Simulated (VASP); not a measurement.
# RuSe (F-43m) in VASP: single point with PBE+U

Aim: the single point of RuSe with PBE+U.

Program: VASP 6.6.1. These are calculated values, not measurements. Logs are shortened: lines on timing, memory, paths and dates and some standing lists are left out, and cuts for length are marked.

## (1) The structure

The structure is cubic, space group F-43m (No. 216). Conventional cell: a = 5.813 Å, b = 5.813 Å, c = 5.813 Å, α = 90.00°, β = 90.00°, γ = 90.00°. Around Ru (site symmetry -43m) lie 4 Se at 2.52 Å. Se (site symmetry -43m) has 4 Ru at 2.52 Å as nearest neighbours.

The cell comes from a database or a generator and needn't be the stable form of this composition.

## (2) Single point, PBE+U

Input file INCAR:

```
PREC = Accurate ; ENCUT = 520
EDIFF = 1E-6 ; ISMEAR = 0
SIGMA = 0.05 ; LREAL = False
LASPH = True ; NELM = 60
ALGO = Normal ; ISIF = 2
LWAVE = False ; LCHARG = False
LMAXMIX = 4 ; LDAU = True
LDAUTYPE = 2 ; LDAUL = 2 -1
LDAUU = 4 0 ; LDAUJ = 0 0
LDAUPRINT = 1 ; GGA = PE
NBANDS = 17
```

Input file KPOINTS:

```
regular mesh
0
Gamma
  6 6 6
```

Input file POSCAR:

```
RuSe
1.0
    0.0000000000      2.9063344000      2.9063344000
    2.9063344000      0.0000000000      2.9063344000
    2.9063344000      2.9063344000      0.0000000000
Ru Se
1 1
Direct
    0.0000000000      0.0000000000      0.0000000000
    0.2500000000      0.2500000000      0.2500000000
```

Potentials or basis: VASP PAW PBE potentials, release 64 (Ru_pv, Se).

Run with:

```sh
$ cat potpaw_PBE.64/Ru_pv/POTCAR potpaw_PBE.64/Se/POTCAR > POTCAR
$ mpirun -np 1 vasp_std > vasp.out
```

OUTCAR:

```text
PREC = Accurate
   ENCUT = 520
   EDIFF = 1E-6
   ISMEAR = 0
   LREAL = False
   LASPH = True
   NELM = 60
   ISIF = 2
   GGA = PE

 ion  position               nearest neighbor table
   1  0.000  0.000  0.000-   2 2.52   2 2.52   2 2.52   2 2.52
   2  0.250  0.250  0.250-   1 2.52   1 2.52   1 2.52   1 2.52

  LATTYP: Found a face centered cubic cell.
 ALAT       =     5.8126688000

  Lattice vectors:

 A1 = (   0.0000000000,   2.9063344000,   2.9063344000)
 A2 = (   2.9063344000,   0.0000000000,   2.9063344000)
 A3 = (   2.9063344000,   2.9063344000,   0.0000000000)

Analysis of symmetry for initial positions (statically):
=====================================================================
 Subroutine PRICEL returns:
 Original cell was already a primitive cell.

 Routine SETGRP: Setting up the symmetry group for a
 face centered cubic supercell.

 Subroutine GETGRP returns: Found 24 space group operations
 (whereof 24 operations were pure point group operations)
 out of a pool of 48 trial point group operations.

The static configuration has the point symmetry T_d .

Analysis of symmetry for dynamics (positions and initial velocities):
=====================================================================
 Subroutine PRICEL returns:
 Original cell was already a primitive cell.

 Routine SETGRP: Setting up the symmetry group for a
 face centered cubic supercell.

 Subroutine GETGRP returns: Found 24 space group operations
 (whereof 24 operations were pure point group operations)
 out of a pool of 48 trial point group operations.

The dynamic configuration has the point symmetry T_d .

 Subroutine INISYM returns: Found 24 space group operations
 (whereof 24 operations are pure point group operations),
 and found     1 'primitive' translations

----------------------------------------------------------------------------------------

                                     Primitive cell

  volume of cell :      49.0983

  direct lattice vectors                    reciprocal lattice vectors
     0.000000000  2.906334400  2.906334400    -0.172038015  0.172038015  0.172038015
     2.906334400  0.000000000  2.906334400     0.172038015 -0.172038015  0.172038015
     2.906334400  2.906334400  0.000000000     0.172038015  0.172038015 -0.172038015

  length of vectors
     4.110177525  4.110177525  4.110177525     0.297978582  0.297978582  0.297978582

  position of ions in fractional coordinates (direct lattice)
     0.000000000  0.000000000  0.000000000
     0.250000000  0.250000000  0.250000000

  ion indices of the primitive-cell ions
   primitive index   ion index
                 1           1
                 2           2

----------------------------------------------------------------------------------------

 KPOINTS: regular mesh

Automatic generation of k-mesh.
 Grid dimensions read from file:
 generate k-points for:    6    6    6

 Generating k-lattice:

  Cartesian coordinates                     Fractional coordinates (reciprocal lattice)
    -0.028673002  0.028673002  0.028673002     0.166666667  0.000000000  0.000000000
     0.028673002 -0.028673002  0.028673002     0.000000000  0.166666667  0.000000000
     0.028673002  0.028673002 -0.028673002     0.000000000  0.000000000  0.166666667

  Length of vectors
     0.049663097  0.049663097  0.049663097

  Shift w.r.t. Gamma in fractional coordinates (k-lattice)
     0.000000000  0.000000000  0.000000000

 Subroutine IBZKPT returns following result:
 ===========================================
[... 36 lines left out ...]
   LASPH  =      T    aspherical Exc in radial PAW
   ENCUT  =  520.0 eV  38.22 Ry    6.18 a.u.   7.64  7.64  7.64*2*pi/ulx,y,z
   NELM   =     60;   NELMIN=  2; NELMDL= -5     # of ELM steps
   EDIFF  = 0.1E-05   stopping-criterion for ELM
   LREAL  =      F    real-space projection
   EDIFFG = 0.1E-04   stopping-criterion for IOM
   NSW    =      0    number of steps for IOM
   IBRION =     -1    ionic relax: 0-MD 1-quasi-New 2-CG
   NFREE  =      0    steps in history (QN), initial steepest desc. (CG)
   ISIF   =      2    stress and relaxation
   ISYM   =      2    0-nonsym 1-usesym 2-fastsym
   POTIM  = 0.5000    time-step for ionic-motion
   TEBEG  =    0.0;   TEEND  =   0.0 temperature during run
   PSTRESS=    0.0 pullay stress
   NELECT =      20.0000    total number of electrons
   NUPDOWN=      -1.0000    fix difference up-down
   EMIN   =  10.00;   EMAX   =-10.00  energy-range for DOS
   EFERMI =   0.00;   METHOD = LEGACY
   ISMEAR =     0;   SIGMA  =   0.05  broadening in eV -4-tet -1-fermi 0-gaus
   EFERMI_NEDOS =   21; number of points for ismear=-14 and -15
   IALGO  =     38    algorithm
   IMIX   =      4    mixing-type and parameters
     AMIX     =   0.40;   BMIX     =  1.00
     AMIX_MAG =   1.60;   BMIX_MAG =  1.00
  volume/ion in A,a.u.               =      24.55       165.67
  Fermi-wavevector in a.u.,A,eV,Ry     =   1.213564  2.293303 20.037802  1.472737
  Thomas-Fermi vector in A             =   2.349012
   LORBIT       =      0    0 simple, 1 ext, 2 COOP (PROOUT), +10 PAW based schemes
 LDA+U is selected, type is set to LDAUTYPE =  2
   angular momentum for each species LDAUL =     2   -1
   U (eV)           for each species LDAUU =   4.0  0.0
   J (eV)           for each species LDAUJ =   0.0  0.0
   GGA     = PE    functional components
   LHFCALC =     F    Hartree Fock is set to
   AEXX    =    0.0000 exact exchange contribution
   IVDW    =     0    specifies the selected vdW correction
   LEPSILON=     F    determine dielectric tensor
   LRPA    =     F    only Hartree local field effects (RPA)
 non-spin polarized calculation
 Gauss-broadening in eV      SIGMA  =   0.05
  energy-cutoff  :      520.00
  volume of cell :       49.10
 maximum number of plane-waves:      1363
 NGX is ok and might be reduce to    32
   NGX = 15   NGY = 15   NGZ = 15

 number of electron      20.0000004 magnetization

 Free energy of the ion-electron system (eV)
  ---------------------------------------------------
  ext. energy  EPLUGINS =         0.00000000
  ---------------------------------------------------
  free energy    TOTEN  =        -7.45986997 eV

  energy without entropy =       -7.45807283  energy(sigma->0) =       -7.45897140

atom =   1  type =  1  l = 2

 onsite density matrix

spin component  1

  0.4997 -0.0000 -0.0000 -0.0000  0.0000
 -0.0000  0.4997  0.0000 -0.0000  0.0000
 -0.0000  0.0000  0.7948  0.0000 -0.0000
 -0.0000 -0.0000  0.0000  0.4997  0.0000
  0.0000  0.0000 -0.0000  0.0000  0.7948

spin component  2

  0.4997 -0.0000 -0.0000 -0.0000  0.0000
 -0.0000  0.4997  0.0000 -0.0000  0.0000
 -0.0000  0.0000  0.7948  0.0000 -0.0000
 -0.0000 -0.0000  0.0000  0.4997  0.0000
  0.0000  0.0000 -0.0000  0.0000  0.7948

 occupancies and eigenvectors

  o =  0.4997  v =  1.0000  0.0000  0.0000  0.0000  0.0000  0.0000  0.0000  0.0000  0.0000  0.0000      0.0000  0.0000  0.0000  0.0000  0.0000  0.0000  0.0000  0.0000  0.0000  0.0000
  o =  0.4997  v =  0.0000  0.0000  0.0000  0.0000  0.0000  1.0000  0.0000  0.0000  0.0000  0.0000      0.0000  0.0000  0.0000  0.0000  0.0000  0.0000  0.0000  0.0000  0.0000  0.0000
  o =  0.4997  v =  0.0000 -0.2615  0.0000 -0.9652  0.0000  0.0000  0.0000  0.0000  0.0000  0.0000      0.0000  0.0000  0.0000  0.0000  0.0000  0.0000  0.0000  0.0000  0.0000  0.0000
  o =  0.4997  v =  0.0000  0.0000  0.0000  0.0000  0.0000  0.0000 -0.2615  0.0000 -0.9652  0.0000      0.0000  0.0000  0.0000  0.0000  0.0000  0.0000  0.0000  0.0000  0.0000  0.0000
  o =  0.4997  v =  0.0000 -0.9652  0.0000  0.2615  0.0000  0.0000  0.0000  0.0000  0.0000  0.0000      0.0000  0.0000  0.0000  0.0000  0.0000  0.0000  0.0000  0.0000  0.0000  0.0000
  o =  0.4997  v =  0.0000  0.0000  0.0000  0.0000  0.0000  0.0000 -0.9652  0.0000  0.2615  0.0000      0.0000  0.0000  0.0000  0.0000  0.0000  0.0000  0.0000  0.0000  0.0000  0.0000
  o =  0.7948  v =  0.0000  0.0000  0.0000  0.0000  0.0000  0.0000  0.0000  0.9993  0.0000  0.0386      0.0000  0.0000  0.0000  0.0000  0.0000  0.0000  0.0000  0.0000  0.0000  0.0000
  o =  0.7948  v =  0.0000  0.0000  0.9993  0.0000  0.0386  0.0000  0.0000  0.0000  0.0000  0.0000      0.0000  0.0000  0.0000  0.0000  0.0000  0.0000  0.0000  0.0000  0.0000  0.0000
  o =  0.7948  v =  0.0000  0.0000  0.0000  0.0000  0.0000  0.0000 -0.0000 -0.0386 -0.0000  0.9993      0.0000  0.0000  0.0000  0.0000  0.0000  0.0000  0.0000  0.0000  0.0000  0.0000
  o =  0.7948  v =  0.0000 -0.0000 -0.0386 -0.0000  0.9993  0.0000  0.0000  0.0000  0.0000  0.0000      0.0000  0.0000  0.0000  0.0000  0.0000  0.0000  0.0000  0.0000  0.0000  0.0000

 number of electron      20.0000004 magnetization

 Free energy of the ion-electron system (eV)
  ---------------------------------------------------
  ext. energy  EPLUGINS =         0.00000000
  ---------------------------------------------------
  free energy    TOTEN  =        -7.61488960 eV

  energy without entropy =       -7.61320371  energy(sigma->0) =       -7.61404666

 E-fermi :   4.6891     XC(G=0):  -9.7297

 val. band max:        4.5831863450   @ k =  -0.3333   0.3333   0.1667
 cond. band min:       4.7297383784   @ k =   0.5000   0.3333   0.0000
 fundamental gap:      0.1465520335
 Fermi energy:         4.6891117523

 k-point     1 :       0.0000    0.0000    0.0000
  band No.  band energies     occupation
      1     -37.4994      2.00000
      2     -37.4994      2.00000
      3     -37.4994      2.00000
      4      -9.5616      2.00000
      5       0.2066      2.00000
      6       0.2066      2.00000
[... 297 lines left out ...]
      4      -8.8912      2.00000
      5      -0.5577      2.00000
      6       0.4322      2.00000
[... 9 lines left out ...]
     16      13.4256      0.00000
     17      17.0353      0.00000

------------------------ aborting loop because EDIFF is reached ----------------------------------------

  FORCE on cell =-STRESS in cart. coord.  units (eV):
  Direction    XX          YY          ZZ          XY          YZ          ZX
  --------------------------------------------------------------------------------------
  -------------------------------------------------------------------------------------
  Total       -3.5786413     -3.5786413     -3.5786413      0.0000000      0.0000000      0.0000000
  in kB     -116.7782610   -116.7782610   -116.7782610      0.0000000      0.0000000      0.0000000
  external PRESSURE =    -116.7782610 kB  Pullay stress =       0.0000000 kB

 VOLUME and BASIS-vectors are now :
 -----------------------------------------------------------------------------
  energy-cutoff  :      520.00
  volume of cell :       49.10
      direct lattice vectors                 reciprocal lattice vectors
     0.000000000  2.906334400  2.906334400    -0.172038015  0.172038015  0.172038015
     2.906334400  0.000000000  2.906334400     0.172038015 -0.172038015  0.172038015
     2.906334400  2.906334400  0.000000000     0.172038015  0.172038015 -0.172038015

 POSITION                                       TOTAL-FORCE (eV/Angst)
 -----------------------------------------------------------------------------------
      0.00000      0.00000      0.00000        -0.000000     -0.000000     -0.000000
      1.45317      1.45317      1.45317         0.000000      0.000000      0.000000
 -----------------------------------------------------------------------------------
    total drift:                               -0.000000     -0.000000      0.000000

  FREE ENERGIE OF THE ION-ELECTRON SYSTEM (eV)
  ---------------------------------------------------
  free  energy   TOTEN  =        -7.6148896015 eV

  energy  without entropy=       -7.6132037131  energy(sigma->0) =       -7.61404666
```

Run time: 11 s. Hardware: 1 thread of Intel Xeon Platinum 8488C (Sapphire Rapids), shared host; peak memory 0.17 GiB.

What came out:

| Item | Value |
| --- | --- |
| Free energy | -7.6149 eV |
| Pressure | -11.7 GPa |
| Band gap on the k mesh | none (metal or under the smearing width) |

Levels at points of the mesh, in eV from the Fermi level:
| k point | band 7 | band 8 | band 9 | band 10 | band 11 | band 12 | band 13 | band 14 |
| --- | --- | --- | --- | --- | --- | --- | --- | --- |
| (0.00, 0.00, 0.00) | -4.48 | -2.24 | -2.24 | 1.38 | 2.67 | 2.67 | 2.67 | 7.06 |
| (0.50, 0.00, 0.00) | -4.29 | -1.90 | -1.90 | -0.93 | 1.17 | 1.17 | 3.70 | 7.75 |
| (0.50, 0.50, 0.00) | -3.67 | -1.86 | -1.58 | -1.46 | -0.25 | -0.25 | 4.58 | 5.90 |

Eigenvalues of the final occupation matrices:
| site | spin | trace | eigenvalues |
| --- | --- | --- | --- |
| site 1 d | 1 | 3.09 | 0.50 0.50 0.50 0.79 0.79 |
| site 1 d | 2 | 3.09 | 0.50 0.50 0.50 0.79 0.79 |

Caveat: U without spin polarisation on a metal has little footing.
